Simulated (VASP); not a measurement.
Computed with PW91 GGA, VASP's PBE PAW potentials (set 64) (plane waves; VASP 6.6.1).

The input files of a VASP run:

### INCAR
```
SYSTEM = Gd
PREC = Accurate
ENCUT = 520
EDIFF = 1E-7
NELM = 100
ALGO = Normal
LREAL = .FALSE.
LASPH = .TRUE.
ISMEAR = 1
SIGMA = 0.1
GGA = 91
LMAXMIX = 6
LWAVE = .FALSE.
LCHARG = .FALSE.
ISIF = 4
IBRION = 2
NSW = 30
EDIFFG = -0.01
```

**POSCAR**
```
Gd
1
    1.8210676723    -3.1541815145     0.0000000000
    1.8210676723     3.1541815145     0.0000000000
    0.0000000000     0.0000000000     5.7035237911
Gd
2
Direct
  0.3333330000   0.6666670000   0.2500000000
  0.6666670000   0.3333330000   0.7500000000
```

**KPOINTS**
```
Automatic mesh
0
Gamma
12 12 7
0 0 0
```

POTCAR, in this order: Gd_3 (PBE.64 set). Program: vasp_std.

The run wrote:

**OUTCAR**
```
 ion  position               nearest neighbor table
   1  0.333  0.667  0.250-   2 3.54   2 3.54   2 3.54   2 3.54   2 3.54   2 3.54
   2  0.667  0.333  0.750-   1 3.54   1 3.54   1 3.54   1 3.54   1 3.54   1 3.54
  LATTYP: Found a hexagonal cell.
 ALAT       =     3.6421351559
 C/A-ratio  =     1.5659835638
 Subroutine PRICEL returns:
 Original cell was already a primitive cell.
 Subroutine GETGRP returns: Found 24 space group operations
The static configuration has the point symmetry D_3d.
 The point group associated with its full space group is D_6h.
The dynamic configuration has the point symmetry D_3d.
 Subroutine INISYM returns: Found 24 space group operations
 Subroutine IBZKPT returns following result:
 Found     76 irreducible k-points:

 Following reciprocal coordinates:
            Coordinates               Weight
  0.000000  0.000000  0.000000      1.000000
  0.083333 -0.000000  0.000000      6.000000
  0.166667 -0.000000  0.000000      6.000000
  0.250000 -0.000000  0.000000      6.000000
  0.333333  0.000000  0.000000      6.000000
  0.416667 -0.000000  0.000000      6.000000
  0.500000 -0.000000  0.000000      3.000000
  0.083333  0.083333  0.000000      6.000000
  0.166667  0.083333  0.000000     12.000000
  0.250000  0.083333  0.000000     12.000000
  0.333333  0.083333  0.000000     12.000000
  0.416667  0.083333  0.000000     12.000000
  0.166667  0.166667  0.000000      6.000000
  0.250000  0.166667  0.000000     12.000000
  0.333333  0.166667  0.000000     12.000000
  0.416667  0.166667  0.000000      6.000000
  0.250000  0.250000  0.000000      6.000000
  0.333333  0.250000  0.000000     12.000000
  0.333333  0.333333  0.000000      2.000000
  0.000000  0.000000  0.142857      2.000000
  0.083333 -0.000000  0.142857     12.000000
  0.166667 -0.000000  0.142857     12.000000
...
```

OSZICAR:
```
       N       E                     dE             d eps       ncg     rms          rms(c)
DAV:   1     0.394965350036E+02    0.39497E+02   -0.88433E+03  1976   0.122E+03
DAV:   2    -0.734916707878E+01   -0.46846E+02   -0.45732E+02  2181   0.236E+02
DAV:   3    -0.915199263438E+01   -0.18028E+01   -0.16915E+01  2670   0.277E+01
DAV:   4    -0.918992077998E+01   -0.37928E-01   -0.35958E-01  2372   0.400E+00
DAV:   5    -0.919099858815E+01   -0.10778E-02   -0.10774E-02  3011   0.521E-01    0.220E+01
DAV:   6    -0.918953021655E+01    0.14684E-02   -0.26144E-02  2206   0.129E+00    0.132E+01
DAV:   7    -0.919896602155E+01   -0.94358E-02   -0.46518E-02  2131   0.172E+00    0.233E-01
DAV:   8    -0.919858947400E+01    0.37655E-03   -0.28340E-03  2326   0.394E-01    0.554E-02
DAV:   9    -0.919860871138E+01   -0.19237E-04   -0.22344E-04  2793   0.109E-01    0.344E-02
DAV:  10    -0.919860426114E+01    0.44502E-05   -0.35239E-05  2380   0.428E-02    0.402E-02
DAV:  11    -0.919860566524E+01   -0.14041E-05   -0.63689E-06  2351   0.177E-02    0.267E-03
DAV:  12    -0.919860571256E+01   -0.47323E-07   -0.26563E-07  2273   0.364E-03
   1 F= -.91986057E+01 E0= -.91984961E+01  d E =-.919861E+01
       N       E                     dE             d eps       ncg     rms          rms(c)
DAV:   1    -0.919910999901E+01   -0.50433E-03   -0.18419E-02  2011   0.982E-01    0.844E-02
DAV:   2    -0.919886755909E+01    0.24244E-03   -0.29691E-04  2341   0.139E-01    0.536E-02
DAV:   3    -0.919876385273E+01    0.10371E-03   -0.14568E-04  2584   0.904E-02    0.255E-02
DAV:   4    -0.919876479306E+01   -0.94033E-06   -0.19445E-05  2596   0.304E-02    0.135E-02
DAV:   5    -0.919876478313E+01    0.99269E-08   -0.53879E-07  2685   0.516E-03
   2 F= -.91987648E+01 E0= -.91985793E+01  d E =-.159071E-03
       N       E                     dE             d eps       ncg     rms          rms(c)
DAV:   1    -0.919961767847E+01   -0.85289E-03   -0.42937E-02  1986   0.150E+00    0.129E-01
DAV:   2    -0.919904937792E+01    0.56830E-03   -0.69467E-04  2301   0.213E-01    0.826E-02
DAV:   3    -0.919880866155E+01    0.24072E-03   -0.33479E-04  2569   0.136E-01    0.411E-02
DAV:   4    -0.919881050136E+01   -0.18398E-05   -0.44764E-05  2571   0.461E-02    0.211E-02
DAV:   5    -0.919881048832E+01    0.13039E-07   -0.13505E-06  2953   0.811E-03    0.323E-03
DAV:   6    -0.919881045612E+01    0.32200E-07   -0.93853E-08  1571   0.224E-03
   3 F= -.91988105E+01 E0= -.91985064E+01  d E =-.204744E-03
```

**OUTCAR**
```
------------------------ aborting loop because EDIFF is reached ----------------------------------------
  FORCE on cell =-STRESS in cart. coord.  units (eV):
  Direction    XX          YY          ZZ          XY          YZ          ZX
  --------------------------------------------------------------------------------------
  Total       -0.0736524     -0.0736524     -0.0999574      0.0000000     -0.0000000     -0.0000000
  in kB       -1.8009905     -1.8009902     -2.4442159      0.0000000     -0.0000000     -0.0000000
  external PRESSURE =      -2.0153989 kB  Pullay stress =       0.0000000 kB
  volume of cell :       65.52
      direct lattice vectors                 reciprocal lattice vectors
     1.816834780 -3.146849933 -0.000000000     0.275203891 -0.158889051  0.000000000
     1.816834780  3.146849933  0.000000000     0.275203891  0.158889051 -0.000000000
     0.000000000  0.000000000  5.730131077     0.000000000 -0.000000000  0.174516078
 POSITION                                       TOTAL-FORCE (eV/Angst)
 -----------------------------------------------------------------------------------
      1.81683      1.04895      1.43253         0.000000      0.000000      0.000000
      1.81683     -1.04895      4.29760        -0.000000     -0.000000      0.000000
 -----------------------------------------------------------------------------------
    total drift:                               -0.000004      0.000114     -0.000011
  FREE ENERGIE OF THE ION-ELECTRON SYSTEM (eV)
  ---------------------------------------------------
  free  energy   TOTEN  =        -9.1988104561 eV

  energy  without entropy=       -9.1978983288  energy(sigma->0) =       -9.19850641

 reached required accuracy - stopping structural energy minimisation
```
(Selected blocks of OUTCAR.)

File CONTCAR:
```
Gd
   1.00000000000000
     1.8168347798710716   -3.1468499332995110   -0.0000000000000000
     1.8168347798710716    3.1468499332995110    0.0000000000000000
     0.0000000000000000    0.0000000000000000    5.7301310771310181
  Gd
     2
Direct
     0.3333330000000032    0.6666669999999968    0.2500000000000000
     0.6666669999999968    0.3333330000000032    0.7500000000000000
```

The 4f electrons are frozen in the core of the lanthanide potential, so 4f levels, which can set the real gap, and their magnetism are missing.

The compound is Gd in the hcp structure. This run relaxes it. Symmetry was kept, so distortions that lower it aren't found.
